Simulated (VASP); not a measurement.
OSZICAR of a VASP run on Zr2Au (space group I4/mmm):

### OSZICAR
```
       N       E                     dE             d eps       ncg     rms          rms(c)
DAV:   1     0.210025687542E+03    0.21003E+03   -0.14114E+04  4524   0.107E+03
DAV:   2    -0.678057680584E+01   -0.21681E+03   -0.21187E+03  4813   0.342E+02
DAV:   3    -0.249382144471E+02   -0.18158E+02   -0.17889E+02  8065   0.660E+01
DAV:   4    -0.254450805726E+02   -0.50687E+00   -0.50619E+00  5130   0.119E+01
DAV:   5    -0.254598995769E+02   -0.14819E-01   -0.14816E-01  6597   0.171E+00    0.194E+01
DAV:   6    -0.237611877534E+02    0.16987E+01   -0.10460E+01  4781   0.235E+01    0.930E+00
DAV:   7    -0.234319323339E+02    0.32926E+00   -0.17092E+00  4663   0.955E+00    0.329E+00
DAV:   8    -0.233786328481E+02    0.53299E-01   -0.28661E-01  6322   0.363E+00    0.109E+00
DAV:   9    -0.233756574143E+02    0.29754E-02   -0.18484E-02  5754   0.108E+00    0.667E-01
DAV:  10    -0.233750248067E+02    0.63261E-03   -0.33609E-03  5703   0.534E-01    0.436E-02
DAV:  11    -0.233750232575E+02    0.15492E-05   -0.11755E-04  5470   0.895E-02    0.224E-02
DAV:  12    -0.233750252900E+02   -0.20324E-05   -0.63133E-06  5579   0.180E-02    0.434E-03
DAV:  13    -0.233750249498E+02    0.34021E-06   -0.53474E-07  3397   0.581E-03
   1 F= -.23375025E+02 E0= -.23367690E+02  d E =-.146695E-01
```

Which electronic solver shows in the log?

It is blocked Davidson (ALGO = Normal, or the opening steps of other solvers). The INCAR had ALGO = Normal.

Can the final energy be trusted as converged?

The calculation finished and met its thresholds. It stopped with EDIFF = 1E-6, NELM = 100 (PBEsol GGA, plane waves, VASP's PBE PAW potentials (set 64)).

The structure comes from a computed database's Zr2Au entry (I4/mmm); how it stands against other phases isn't given here. The cell was not relaxed at this level, and its volume differs by -5.9 % from the start's. The electron count is odd and the run is not spin-polarised, which forces a metal.
